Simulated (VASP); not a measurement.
Method: revTPSS meta-GGA, VASP's PBE PAW potentials (set 64) (plane waves; VASP).

VASP ran on this input.

File KPOINTS:
```
Automatic mesh
0
Gamma
7 7 7
0 0 0
```

File POSCAR:
```
CdSe
1.0
  0.0000000000   3.0250000000   3.0250000000
  3.0250000000   0.0000000000   3.0250000000
  3.0250000000   3.0250000000   0.0000000000
Cd Se
1 1
Cart
  0.0000000000   0.0000000000   0.0000000000
  1.5125000000   1.5125000000   1.5125000000
```

**INCAR**
```
ALGO  =  Normal
EDIFF  =  1E-6
EDIFFG  =  -0.01
ENCUT  =  520
IBRION  =  2
ISIF  =  3
ISMEAR  =  0
LASPH  =  .True.
LCHARG  =  .False.
LMAXMIX  =  4
LMIXTAU  =  .True.
LREAL  =  .False.
LWAVE  =  .False.
METAGGA  =  RTPSS
NELM  =  100
NSW  =  60
PREC  =  Accurate
SIGMA  =  0.05
SYSTEM  =  CdSe
```

POTCAR, in this order: Cd Se (PBE.64 set). Program: vasp_std.

Output of the run:

**OSZICAR**
```
       N       E                     dE             d eps       ncg     rms          rms(c)
DAV:   1     0.200432038529E+03    0.20043E+03   -0.15719E+04   585   0.284E+04
DAV:   2     0.315486942870E+02   -0.16888E+03   -0.15715E+03   584   0.354E+02
DAV:   3     0.143908660422E+02   -0.17158E+02   -0.16154E+02   794   0.110E+02
DAV:   4     0.138348256302E+02   -0.55604E+00   -0.55437E+00   610   0.194E+01
DAV:   5     0.138209922456E+02   -0.13833E-01   -0.13831E-01   727   0.301E+00    0.753E+00
DAV:   6     0.190082086289E+02    0.51872E+01   -0.58099E+00   530   0.364E+01    0.618E+00
DAV:   7     0.186198423060E+02   -0.38837E+00   -0.36226E-01   570   0.638E+00    0.407E+00
DAV:   8     0.192156386927E+02    0.59580E+00   -0.11691E+00   525   0.131E+01    0.987E-01
DAV:   9     0.186083283829E+02   -0.60731E+00   -0.83531E-01   520   0.114E+01    0.546E-01
DAV:  10     0.186644157321E+02    0.56087E-01   -0.90654E-02   525   0.323E+00    0.556E-01
DAV:  11     0.186552167511E+02   -0.91990E-02   -0.21062E-02   520   0.209E+00    0.455E-01
DAV:  12     0.186639296854E+02    0.87129E-02   -0.37029E-01   520   0.168E+01    0.457E-01
DAV:  13     0.186357860412E+02   -0.28144E-01   -0.98217E-02   520   0.441E+00    0.209E-01
DAV:  14     0.186351533166E+02   -0.63272E-03   -0.26767E-03   580   0.638E-01    0.948E-02
DAV:  15     0.186350740363E+02   -0.79280E-04   -0.24640E-03   520   0.547E-01    0.659E-02
DAV:  16     0.186335841216E+02   -0.14899E-02   -0.39677E-04   565   0.242E-01    0.448E-02
DAV:  17     0.186334812015E+02   -0.10292E-03   -0.37955E-05   525   0.695E-02    0.242E-02
DAV:  18     0.186334519948E+02   -0.29207E-04   -0.40065E-05   530   0.627E-02    0.290E-02
DAV:  19     0.186334404153E+02   -0.11579E-04   -0.71187E-05   550   0.873E-02    0.321E-03
DAV:  20     0.186334325499E+02   -0.78654E-05   -0.48996E-06   590   0.272E-02    0.293E-03
DAV:  21     0.186334311243E+02   -0.14255E-05   -0.66224E-06   530   0.238E-02    0.570E-03
DAV:  22     0.186334300503E+02   -0.10740E-05   -0.28946E-06   522   0.151E-02    0.117E-03
DAV:  23     0.186334298663E+02   -0.18401E-06   -0.27475E-07   385   0.536E-03
   1 F= 0.18633430E+02 E0= 0.18633430E+02  d E =0.186334E+02
       N       E                     dE             d eps       ncg     rms          rms(c)
DAV:   1     0.179494139614E+02   -0.68402E+00   -0.16066E+01   560   0.549E+01    0.748E+00
DAV:   2     0.185326843362E+02    0.58327E+00   -0.13000E+00   530   0.183E+01    0.257E+00
DAV:   3     0.186028107474E+02    0.70126E-01   -0.19684E-01   530   0.542E+00    0.236E+00
DAV:   4     0.186575143816E+02    0.54704E-01   -0.15315E+03   520   0.557E+04    0.365E-01
DAV:   5     0.186229160160E+02   -0.34598E-01   -0.16005E-01   520   0.546E+00    0.345E-01
DAV:   6     0.186213788473E+02   -0.15372E-02   -0.12705E-02   520   0.140E+00    0.983E-02
DAV:   7     0.186140592598E+02   -0.73196E-02   -0.55494E-03   520   0.880E-01    0.380E-02
DAV:   8     0.186122944821E+02   -0.17648E-02   -0.18701E-04   565   0.152E-01    0.275E-02
DAV:   9     0.186111328796E+02   -0.11616E-02   -0.18629E-04   520   0.138E-01    0.241E-02
DAV:  10     0.186109898032E+02   -0.14308E-03   -0.60368E-05   530   0.115E-01    0.492E-03
DAV:  11     0.186109880071E+02   -0.17961E-05   -0.34081E-06   565   0.196E-02    0.432E-03
DAV:  12     0.186109938130E+02    0.58059E-05   -0.51029E-06   525   0.218E-02    0.567E-03
DAV:  13     0.186109842307E+02   -0.95823E-05   -0.26793E-06   520   0.214E-02    0.231E-03
DAV:  14     0.186109840662E+02   -0.16450E-06   -0.74935E-08   280   0.421E-03
   2 F= 0.18610984E+02 E0= 0.18610984E+02  d E =-.224458E-01
       N       E                     dE             d eps       ncg     rms          rms(c)
DAV:   1     0.185652075931E+02   -0.45777E-01   -0.10009E+00   565   0.131E+01    0.160E+00
DAV:   2     0.186042956654E+02    0.39088E-01   -0.96868E-02   555   0.498E+00    0.536E-01
DAV:   3     0.186083708392E+02    0.40752E-02   -0.13194E-02   530   0.131E+00    0.468E-01
DAV:   4     0.186101319116E+02    0.17611E-02   -0.21134E-03   520   0.486E-01    0.746E-02
DAV:   5     0.186109289670E+02    0.79706E-03   -0.18382E-03   520   0.532E-01    0.472E-02
DAV:   6     0.186085925947E+02   -0.23364E-02   -0.80209E-04   520   0.325E-01    0.137E-02
DAV:   7     0.186084660904E+02   -0.12650E-03   -0.83141E-05   535   0.103E-01    0.757E-03
DAV:   8     0.186084446924E+02   -0.21398E-04   -0.95717E-06   535   0.368E-02    0.539E-03
DAV:   9     0.186084310877E+02   -0.13605E-04   -0.52530E-06   530   0.263E-02    0.302E-03
DAV:  10     0.186084273542E+02   -0.37335E-05   -0.16998E-06   457   0.200E-02    0.241E-03
DAV:  11     0.186084281438E+02    0.78964E-06   -0.57062E-07   365   0.114E-02
   3 F= 0.18608428E+02 E0= 0.18608428E+02  d E =-.250017E-01
```

OUTCAR:
```
------------------------ aborting loop because EDIFF is reached ----------------------------------------
  FORCE on cell =-STRESS in cart. coord.  units (eV):
  Direction    XX          YY          ZZ          XY          YZ          ZX
  --------------------------------------------------------------------------------------
  Total        0.0039857      0.0039857      0.0039857     -0.0000000      0.0000000     -0.0000000
  in kB        0.1094600      0.1094600      0.1094600     -0.0000000      0.0000000     -0.0000000
  external PRESSURE =       0.1094600 kB  Pullay stress =       0.0000000 kB
  volume of cell :       58.34
      direct lattice vectors                 reciprocal lattice vectors
    -0.000000000  3.078279908  3.078279908    -0.162428374  0.162428374  0.162428374
     3.078279908  0.000000000  3.078279908     0.162428374 -0.162428374  0.162428374
     3.078279908  3.078279908  0.000000000     0.162428374  0.162428374 -0.162428374
  FREE ENERGIE OF THE ION-ELECTRON SYSTEM (eV)
  ---------------------------------------------------
  free  energy   TOTEN  =        18.6084281438 eV

  energy  without entropy=       18.6084281438  energy(sigma->0) =       18.60842814

 reached required accuracy - stopping structural energy minimisation
```
(Selected blocks of OUTCAR.)

### CONTCAR
```
CdSe
   1.00000000000000
    -0.0000000000000000    3.0782799081069419    3.0782799081069419
     3.0782799081069419    0.0000000000000000    3.0782799081069419
     3.0782799081069419    3.0782799081069419    0.0000000000000000
  Cd              Se
     1     1
Direct
     0.0000000000000000    0.0000000000000000    0.0000000000000000
     0.2500000000000000    0.2500000000000000    0.2500000000000000
```

### OUTCAR
```
 val. band max:        0.5565678448   @ k =   0.0000   0.0000   0.0000

 cond. band min:       1.2904867142   @ k =   0.0000   0.0000   0.0000


 Fermi energy:         0.7888500264

 k-point     1 :       0.0000    0.0000    0.0000
  band No.  band energies     occupation
      1     -11.9872      2.00000
      2      -7.2301      2.00000
      3      -7.2301      2.00000
      4      -7.2301      2.00000
      5      -6.8897      2.00000
      6      -6.8897      2.00000
      7       0.5566      2.00000
      8       0.5566      2.00000
      9       0.5566      2.00000
     10       1.2905      0.00000
     11       6.7020      0.00000
     12       6.7020      0.00000
     13       6.7020      0.00000

 k-point     2 :       0.1429    0.0000    0.0000
  band No.  band energies     occupation
      1     -11.9214      2.00000
      2      -7.2094      2.00000
      3      -7.2094      2.00000
      4      -7.1697      2.00000
      5      -6.8905      2.00000
      6      -6.8905      2.00000
      7      -0.7907      2.00000
      8       0.4071      2.00000
      9       0.4071      2.00000
     10       2.3897      0.00000
     11       6.4268      0.00000
     12       6.9463      0.00000
     13       6.9463      0.00000

 k-point     3 :       0.2857    0.0000    0.0000
  band No.  band energies     occupation
      1     -11.7711      2.00000
      2      -7.1691      2.00000
      3      -7.1691      2.00000
      4      -6.9656      2.00000
      5      -6.8843      2.00000
      6      -6.8843      2.00000
      7      -2.3681      2.00000
      8       0.1032      2.00000
      9       0.1032      2.00000
     10       3.0520      0.00000
     11       6.8249      0.00000
     12       7.2287      0.00000
     13       7.2287      0.00000

 k-point     4 :       0.4286    0.0000    0.0000
  band No.  band energies     occupation
      1     -11.6488      2.00000
      2      -7.1453      2.00000
      3      -7.1453      2.00000
...
```

Energy and stress use the plane-wave basis of the starting cell.

The compound is CdSe in the zinc blende structure, whereas wurtzite is the usual form. This run relaxes it. Symmetry was kept, so distortions that lower it aren't found.
